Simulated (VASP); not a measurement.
```yaml
crystal:
  lattice:
    - [4.74499, 0.00000, 0.00000]
    - [0.00000, 4.74499, 0.00000]
    - [0.00000, 0.00000, 3.16783]
  atoms:
    - { symbol: Zn, position: [0.00000, 0.00000, 0.00000] }
    - { symbol: Zn, position: [0.50000, 0.50000, 0.50000] }
    - { symbol: F, position: [0.30302, 0.30302, 0.00000] }
    - { symbol: F, position: [0.80302, 0.19698, 0.50000] }
    - { symbol: F, position: [0.19698, 0.80302, 0.50000] }
    - { symbol: F, position: [0.69698, 0.69698, 0.00000] }
```

These are rev-vdW-DF2, VASP's PBE PAW potentials (set 64) (plane waves; VASP) values and carry that method's errors. Settings: 520 eV cut-off, 5×5×8 Γ-centred mesh, tetrahedra with Blöchl corrections, potentials Zn F.

The cores are frozen, which limits the accuracy of field gradients.

Question: Give the principal components of the electric field gradient (V/Å²) and the asymmetry η at each nucleus.

Answer: 
```json
[
 {"atom": "Zn1", "Vxx": "-11.8", "Vyy": "-10.6", "Vzz": "22.4", "η": "0.05"},
 {"atom": "Zn2", "Vxx": "-11.8", "Vyy": "-10.6", "Vzz": "22.4", "η": "0.05"},
 {"atom": "F3", "Vxx": "63.5", "Vyy": "26.7", "Vzz": "-90.2", "η": "0.41"},
 {"atom": "F4", "Vxx": "63.5", "Vyy": "26.7", "Vzz": "-90.2", "η": "0.41"},
 {"atom": "F5", "Vxx": "63.5", "Vyy": "26.7", "Vzz": "-90.2", "η": "0.41"},
 {"atom": "F6", "Vxx": "63.5", "Vyy": "26.7", "Vzz": "-90.2", "η": "0.41"}
]
```

The compound is ZnF2 in the rutile structure. It was relaxed first.
